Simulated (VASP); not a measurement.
The system is Mg.

```
Mg
1.0
     3.20930    0.00000    0.00000
    -1.60465    2.77934    0.00000
     0.00000    0.00000    5.21030
Mg
2
Direct
  0.33333 0.66667 0.25000
  0.66667 0.33333 0.75000
```

Base run:

* Program: VASP 6.6.1
* Functional: PBE
* Potentials or basis: VASP PAW PBE potentials, release 64 (Mg)
* Cutoff: 520 eV
* k mesh: 12 × 12 × 7
* Occupations: fermi-dirac, width 0.05 eV
* Spin: no spin polarisation

Its results: band gap on the k mesh none (metal or under the smearing width); pressure -0.6 GPa.

Q: The run is repeated on the same cell with these changes: functional from PBE to r2SCAN. What comes out?

A: Band gap on the k mesh none (metal or under the smearing width); pressure -1.4 GPa.

Caveats: the PAW data sets were made with another functional, which shifts forces and pressure a little (some runs).

Not every run made on this cell is shown here.
